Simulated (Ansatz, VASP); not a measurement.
# CrGe2N4 (CrGe2N4 bilayer, AA'): VASP beside Ansatz, part 2 of 2

Wanted: the spread between two codes on one cell, functional and k mesh. The structure shown is the start of the Ansatz relaxation below; VASP solves that cell, so the two are compared at the walk's first step.

VASP 6.6.1 and Ansatz 0.2.0.

So far: The structure; Ansatz: relaxation, PBE with D3(BJ).

## 3. VASP: single point, PBE with D3(BJ), start cell

Level of this step: PBE with D3(BJ), zero-moment start; plane waves and PAW (N, Ge_d, Cr_pv) (VASP).

The same cell, functional, mesh and smearing now go to VASP, with its own data sets.

Lines of VASP's logs that name or quote its potential files are left out, and so is its time.

The input, INCAR:

```
SYSTEM = CrGe2N4
PREC = Accurate
ENCUT = 520
EDIFF = 1E-06
NELM = 200
ISMEAR = -1
SIGMA = 0.05
LREAL = .FALSE.
ALGO = Normal
GGA = PE
IVDW = 12
NBANDS = 81
ISPIN = 2
MAGMOM = -0 -0 -0 -0 -0 -0 -0 -0 0 0 0 0 0 0
LASPH = .TRUE.
LMAXMIX = 4
LORBIT = 11
LWAVE = .FALSE.
LCHARG = .FALSE.
ISIF = 2
LDIPOL = .TRUE.
IDIPOL = 3
DIPOL = 0.5 0.5 0.5
LVHAR = .TRUE.
GGA_COMPAT = .FALSE.
NELMDL = -8
KPAR = 4
```

The input, POSCAR:

```
CrGe2N4
1.0
    3.0200000000      0.0000000000      0.0000000000
   -1.5100000000      2.6153970000      0.0000000000
    0.0000000000      0.0000000000     64.8110570000
N Ge Cr
8 4 2
Direct
    0.0000000000      0.0000000000      0.3695357106
    0.3333333333      0.6666666667      0.4069948126
    0.3333333333      0.6666666667      0.4378537446
    0.0000000000      0.0000000000      0.4753128467
    0.3333333333      0.6666666667      0.5246871379
    0.0000000000      0.0000000000      0.5621462400
    0.0000000000      0.0000000000      0.5930051719
    0.3333333333      0.6666666667      0.6304642894
    0.3333333333      0.6666666667      0.3786045952
    0.3333333333      0.6666666667      0.4662439620
    0.0000000000      0.0000000000      0.5337560225
    0.0000000000      0.0000000000      0.6213953894
    0.0000000000      0.0000000000      0.4224242786
    0.3333333333      0.6666666667      0.5775757059
```

The input, KPOINTS:

```
Automatic mesh
0
Gamma
12 12 1
0 0 0
```

Potentials, in the order of the species: N, Ge_d and Cr_pv (PBE family, release 64).

Run with:

```console
$ mpirun -np 4 vasp_std
```

Numbers of over 12 decimals in the logs are rounded to 6 here.

Log:

```text
[banner, memory and clock lines left out]
running    4 mpi-ranks, on    1 nodes
 distrk:  each k-point on    1 cores,    4 groups
 distr:  one band on    1 cores,    1 groups

 POSCAR found type information on POSCAR N GeCr
 POSCAR found :  3 types and      14 ions
 LDA part: xc-table for (Slater+PW92), standard interpolation
|                                                                             |
|           W    W    AA    RRRRR   N    N  II  N    N   GGGG   !!!           |
|           W    W   A  A   R    R  NN   N  II  NN   N  G    G  !!!           |
|           W    W  A    A  R    R  N N  N  II  N N  N  G       !!!           |
|           W WW W  AAAAAA  RRRRR   N  N N  II  N  N N  G  GGG   !            |
|           WW  WW  A    A  R   R   N   NN  II  N   NN  G    G                |
|           W    W  A    A  R    R  N    N  II  N    N   GGGG   !!!           |
|                                                                             |
|     One of the lattice vectors is very long (>50 A), but AMIN is rather     |
|     large. This can spoil convergence since charge sloshing might occur     |
|     along the long lattice vector. If problems with convergence are         |
|     observed, try to decrease AMIN to a smaller value (e.g. 0.01).          |
|     Note: This warning only applies if the self-consistency cycle is        |
|     used.                                                                   |
|                                                                             |

 POSCAR, INCAR and KPOINTS ok, starting setup
 FFT: planning ... GRIDC
 FFT: planning ... GRID_SOFT
 FFT: planning ... GRID
 WAVECAR not read
 entering main loop
       N       E                     dE             d eps       ncg     rms          rms(c)
DAV:   1     0.160859841583E+04    0.16086E+04   -0.58247E+04  8911   0.217E+03
DAV:   2     0.206491471032E+03   -0.14021E+04   -0.13095E+04  7100   0.721E+02
DAV:   3    -0.102768937771E+03   -0.30926E+03   -0.30137E+03  8476   0.222E+02
DAV:   4    -0.128334683380E+03   -0.25566E+02   -0.25256E+02  7242   0.781E+01
DAV:   5    -0.129587002884E+03   -0.12523E+01   -0.12448E+01  8758   0.164E+01
DAV:   6    -0.129634172581E+03   -0.47170E-01   -0.47136E-01  9048   0.274E+00
DAV:   7    -0.129635522839E+03   -0.13503E-02   -0.13501E-02  9406   0.415E-01
DAV:   8    -0.129635569748E+03   -0.46909E-04   -0.46904E-04  9128   0.718E-02    0.422E+01
DAV:   9    -0.139870670173E+03   -0.10235E+02   -0.24706E+02  8306   0.755E+01    0.787E+01
DAV:  10    -0.103289870202E+03    0.36581E+02   -0.13320E+02  7057   0.730E+01    0.109E+01
DAV:  11    -0.103512266451E+03   -0.22240E+00   -0.13682E+01  7214   0.134E+01    0.588E+00
DAV:  12    -0.103401302736E+03    0.11096E+00   -0.12680E+00  7400   0.463E+00    0.317E+00
DAV:  13    -0.103397460369E+03    0.38424E-02   -0.10299E-01  8991   0.148E+00    0.170E+00
DAV:  14    -0.103384822569E+03    0.12638E-01   -0.20402E-02  8103   0.103E+00    0.932E-01
[...]
DAV:  26    -0.103383937196E+03   -0.52400E-04   -0.86402E-07  5151   0.340E-03    0.206E-03
DAV:  27    -0.103383998373E+03   -0.61177E-04   -0.33945E-06  5170   0.375E-03    0.156E-03
DAV:  28    -0.103384008285E+03   -0.99120E-05   -0.40032E-07  5027   0.279E-03    0.759E-04
DAV:  29    -0.103384012380E+03   -0.40942E-05   -0.45431E-07  4827   0.142E-03    0.126E-03
DAV:  30    -0.103384013665E+03   -0.12853E-05   -0.37449E-08  4474   0.126E-03    0.378E-04
DAV:  31    -0.103384017020E+03   -0.33548E-05   -0.43973E-08  4290   0.554E-04    0.359E-04
DAV:  32    -0.103384018519E+03   -0.14989E-05   -0.39734E-08  4275   0.567E-04    0.213E-04
DAV:  33    -0.103384018886E+03   -0.36710E-06   -0.92050E-08  4340   0.521E-04
   1 F= -.10656459E+03 E0= -.10655126E+03  d E =-.266530E-01  mag=     0.0003
```

From OUTCAR (step 3):

```text
ion  position               nearest neighbor table
   1  0.000  0.000  0.370-   9 1.84   9 1.84   9 1.84
   2  0.333  0.667  0.407-   9 1.84  13 2.01  13 2.01  13 2.01
   3  0.333  0.667  0.438-  10 1.84  13 2.01  13 2.01  13 2.01
   4  0.000  0.000  0.475-  10 1.84  10 1.84  10 1.84
   5  0.333  0.667  0.525-  11 1.84  11 1.84  11 1.84
   6  0.000  0.000  0.562-  11 1.84  14 2.01  14 2.01  14 2.01
   7  0.000  0.000  0.593-  12 1.84  14 2.01  14 2.01  14 2.01
   8  0.333  0.667  0.630-  12 1.84  12 1.84  12 1.84
   9  0.333  0.667  0.379-   2 1.84   1 1.84   1 1.84   1 1.84
  10  0.333  0.667  0.466-   3 1.84   4 1.84   4 1.84   4 1.84
  11  0.000  0.000  0.534-   5 1.84   5 1.84   6 1.84   5 1.84
  12  0.000  0.000  0.621-   7 1.84   8 1.84   8 1.84   8 1.84
  13  0.000  0.000  0.422-   2 2.01   3 2.01   2 2.01   3 2.01   2 2.01   3 2.01
  14  0.333  0.667  0.578-   6 2.01   6 2.01   7 2.01   7 2.01   6 2.01   7 2.01

  LATTYP: Found a hexagonal cell.
 ALAT       =     3.0200000000
 C/A-ratio  =    21.4606149007

 Subroutine GETGRP returns: Found 12 space group operations
 (whereof  6 operations were pure point group operations)

The static configuration has the point symmetry C_3v.
 The point group associated with its full space group is D_3d.

 Found     19 irreducible k-points:

   k-points           NKPTS =     19   k-points in BZ     NKDIM =     19   number of bands    NBANDS=     81

   dimension x,y,z NGX =    24 NGY =   24 NGZ =  486
   dimension x,y,z NGXF=    48 NGYF=   48 NGZF=  972

   ENCUT  =  520.0 eV  38.22 Ry    6.18 a.u.   5.62  5.62120.51*2*pi/ulx,y,z

   NELECT =     120.0000    total number of electrons

 k-points in reciprocal lattice and weights: Automatic mesh
   0.00000000  0.00000000  0.00000000       0.007
   0.08333333 -0.00000000  0.00000000       0.042
   0.16666667 -0.00000000  0.00000000       0.042
   0.25000000  0.00000000  0.00000000       0.042
   0.33333333 -0.00000000  0.00000000       0.042
   0.41666667 -0.00000000  0.00000000       0.042
   0.50000000  0.00000000  0.00000000       0.021
   0.08333333  0.08333333  0.00000000       0.042
   0.16666667  0.08333333  0.00000000       0.083
[...]
0.33333333  0.25000000  0.00000000       0.083
   0.33333333  0.33333333  0.00000000       0.014

 dipolmoment           0.000000      0.000000      0.000031 electrons x Angstroem

 average (electrostatic) potential at core
       1 -70.7838       2 -70.9021       3 -70.9050       4 -70.7950       5 -70.7949
       6 -70.9047       7 -70.9016       8 -70.7831       9 -81.6691      10 -81.6800
      11 -81.6799      12 -81.6684      13 -79.3790      14 -79.3786

 E-fermi :  -1.8278

 spin component 1
 k-point     1 :       0.0000    0.0000    0.0000
  band No.  band energies     occupation
    ...
     54      -4.2289      1.00000
     55      -4.2252      1.00000
     56      -4.2252      1.00000
     57      -2.9067      1.00000
     58      -2.5732      1.00000
     59      -1.7059      0.08032
     60      -1.6412      0.02341
     61       0.0341      0.00000
     62       0.0341      0.00000
     63       0.0346      0.00000
    ...

 k-point     2 :       0.0833   -0.0000    0.0000
  band No.  band energies     occupation
    ...
     54      -4.3556      1.00000
     55      -4.3274      1.00000
     56      -4.3233      1.00000
     57      -2.7049      1.00000
     58      -2.4577      1.00000
     59      -1.6772      0.04692
     60      -1.6471      0.02623
     61      -0.1536      0.00000
     62      -0.1278      0.00000
     63       0.1064      0.00000
    ...

 k-point     3 :       0.1667   -0.0000    0.0000
  band No.  band energies     occupation
    ...
     56      -4.4745      1.00000
     57      -2.6810      1.00000
     58      -2.5412      1.00000
     59      -1.9167      0.85561
     60      -1.9160      0.85378
     61      -0.2588      0.00000
     62      -0.2025      0.00000
     63      -0.0739      0.00000
     64      -0.0099      0.00000
     65       0.1415      0.00000
    ...

 k-point     4 :       0.2500    0.0000    0.0000
  band No.  band energies     occupation
    ...
     56      -4.4340      1.00000
     57      -2.9560      1.00000
     58      -2.8809      1.00000
     59      -2.3069      0.99993
     60      -2.3027      0.99993
     61      -0.3370      0.00000
     62      -0.3044      0.00000
     63      -0.2659      0.00000
     64      -0.2652      0.00000
     65      -0.0855      0.00000
    ...

 k-point     5 :       0.3333   -0.0000    0.0000
  band No.  band energies     occupation
    ...
     56      -4.3433      1.00000
     57      -3.3158      1.00000
     58      -3.2796      1.00000
     59      -2.5433      1.00000
     60      -2.5221      1.00000
     61      -0.7157      0.00000
     62      -0.7046      0.00000
     63      -0.6970      0.00000
     64      -0.6963      0.00000
     65       0.1920      0.00000
    ...

 k-point     6 :       0.4167   -0.0000    0.0000
  band No.  band energies     occupation
    ...
     56      -4.2483      1.00000
     57      -3.6851      1.00000
     58      -3.6632      1.00000
     59      -2.5691      1.00000
     60      -2.5430      1.00000
     61      -1.1301      0.00000
     62      -1.1258      0.00000
     63      -1.0404      0.00000
     64      -1.0398      0.00000
     65       0.4279      0.00000
    ...

 Edisp (eV)   -3.18057

  Total      -8.90001    -8.90001    23.39803    -0.00000     0.00000     0.00000
  in kB     -27.85527   -27.85528    73.23121    -0.00000     0.00000     0.00000
  external pressure =        5.84 kB  Pullay stress =        0.00 kB

  energy-cutoff  :      520.00
  volume of cell :      511.91
      direct lattice vectors                 reciprocal lattice vectors
     3.020000000  0.000000000  0.000000000     0.331125828  0.191175565  0.000000000
    -1.510000000  2.615397000  0.000000000     0.000000000  0.382351131  0.000000000
     0.000000000  0.000000000 64.811057000     0.000000000  0.000000000  0.015429466

 POSITION                                       TOTAL-FORCE (eV/Angst)
 -----------------------------------------------------------------------------------
      0.00000      0.00000     23.95000         0.000000      0.000000     -0.566458
     -0.00000      1.74360     26.37776        -0.000000     -0.000000     -2.101666
     -0.00000      1.74360     28.37776        -0.000000     -0.000000      2.104302
      0.00000      0.00000     30.80553         0.000000      0.000000      0.576659
     -0.00000      1.74360     34.00553        -0.000000     -0.000000     -0.576659
      0.00000      0.00000     36.43329         0.000000      0.000000     -2.104302
      0.00000      0.00000     38.43329         0.000000     -0.000000      2.101666
     -0.00000      1.74360     40.86106        -0.000000     -0.000000      0.566458
     -0.00000      1.74360     24.53776         0.000000      0.000000     -0.699810
     -0.00000      1.74360     30.21776         0.000000     -0.000000      0.785393
      0.00000      0.00000     34.59329        -0.000000      0.000000     -0.785393
      0.00000      0.00000     40.27329        -0.000000      0.000000      0.699810
      0.00000      0.00000     27.37776         0.000000     -0.000000      0.015266
     -0.00000      1.74360     37.43329        -0.000000     -0.000000     -0.015266
 -----------------------------------------------------------------------------------
    total drift:                                0.000001     -0.000000      0.007894

  FREE ENERGIE OF THE ION-ELECTRON SYSTEM (eV)
  ---------------------------------------------------
  free  energy   TOTEN  =      -106.5645859128 eV

  energy  without entropy=     -106.5379329063  energy(sigma->0) =     -106.55125941

 vacuum level on the upper side and lower side of the slab         3.781         3.780

 total charge
# of ion       s       p       d       tot
------------------------------------------
    1        1.241   2.552   0.000   3.793
    2        1.263   2.460   0.000   3.723
    3        1.263   2.460   0.000   3.723
    4        1.242   2.553   0.000   3.795
    5        1.242   2.553   0.000   3.795
    6        1.263   2.460   0.000   3.723
    7        1.263   2.460   0.000   3.723
    8        1.241   2.552   0.000   3.793
    9        1.031   1.394  10.364  12.788
   10        1.031   1.393  10.363  12.787
   11        1.031   1.393  10.363  12.787
   12        1.031   1.394  10.364  12.788
   13        0.361   6.396   4.171  10.928
   14        0.361   6.396   4.171  10.928
--------------------------------------------------
tot         14.862  38.417  49.796 103.075

 magnetization (x)
# of ion       s       p       d       tot
------------------------------------------
    1       -0.000  -0.000   0.000  -0.000
    2       -0.000  -0.000   0.000  -0.000
    3       -0.000  -0.000   0.000  -0.000
    4       -0.000  -0.000   0.000  -0.000
    5       -0.000  -0.000   0.000  -0.000
    6       -0.000  -0.000   0.000  -0.000
    7       -0.000  -0.000   0.000  -0.000
    8       -0.000  -0.000   0.000  -0.000
    9        0.000   0.000  -0.000   0.000
   10        0.000   0.000   0.000   0.000
   11        0.000   0.000   0.000   0.000
   12        0.000   0.000  -0.000   0.000
   13        0.000   0.000   0.000   0.000
   14        0.000   0.000   0.000   0.000
--------------------------------------------------
tot         -0.000  -0.000   0.000   0.000

[... 5 further parts left out ...]
```

This run allows spin, but its moments start at zero, where symmetry between the spins tends to hold them, although Cr can carry a moment.

## 4. Side by side

Known differences besides the potentials themselves: Ansatz cuts the interaction across the vacuum, VASP repeats the sheet with a dipole correction; the data sets hold 124 valence electrons in Ansatz (on its default PAW (the set named soft_2) files) and 120 in VASP; the cutoff is 420 eV in Ansatz and 520 eV in VASP. Total energies have different zeros and are not compared.

Forces on 7 of the 14 atoms, those with the largest forces and the largest differences (eV/Å; atoms numbered as in POSCAR):

| atom | Ansatz x, y, z | VASP x, y, z |
| --- | --- | --- |
| N2 | 0.000, 0.000, -1.854 | 0.000, 0.000, -2.102 |
| N3 | 0.000, 0.000, 1.865 | 0.000, 0.000, 2.104 |
| N6 | 0.000, 0.000, -1.865 | 0.000, 0.000, -2.104 |
| N7 | 0.000, 0.000, 1.854 | 0.000, 0.000, 2.102 |
| Ge10 | 0.000, 0.000, 0.799 | 0.000, 0.000, 0.785 |
| Ge11 | 0.000, 0.000, -0.799 | 0.000, 0.000, -0.785 |
| Ge12 | 0.000, 0.000, 0.714 | 0.000, 0.000, 0.700 |

The forces differ by 76 meV/Å r.m.s., which is 10.6 % of the r.m.s. force of 0.711 eV/Å (both taken over all components). Moments aren't recorded for both runs of this pair, so they may hold unlike magnetic states. With vacuum in the cell, a pressure given here is an average over mostly empty space and none of the material.

## 5. Results

| Item | Value |
| --- | --- |
| r.m.s. force difference (single point, PBE with D3(BJ), start cell) | 11 % of the r.m.s. force |

In words: The r.m.s. force difference is 11 % of the r.m.s. force (single point, PBE with D3(BJ), start cell), beyond the 3 % picked in this series as the mark of a large difference. The data sets hold unlike numbers of valence electrons (124 in Ansatz and 120 in VASP), so part of the differences comes from the potentials. What causes the difference of the single point, PBE with D3(BJ), start cell pair stays open here. 1 further run of this series is not shown here. How closely two codes agree says nothing of how well the functional describes the real material.

[Lines on the potential files, build, host, timing and source positions are cut from VASP's logs without a mark.]

[Logs are printed without paths, hosts, clocks, repeated set-up lines and the standing remarks that a program may print on its own settings, such as how far it seeks lower states.]

[Hosts, paths, dates, database ids (printed as entryN), source tags and the programs' standing remarks are cut or masked in the printed files.]
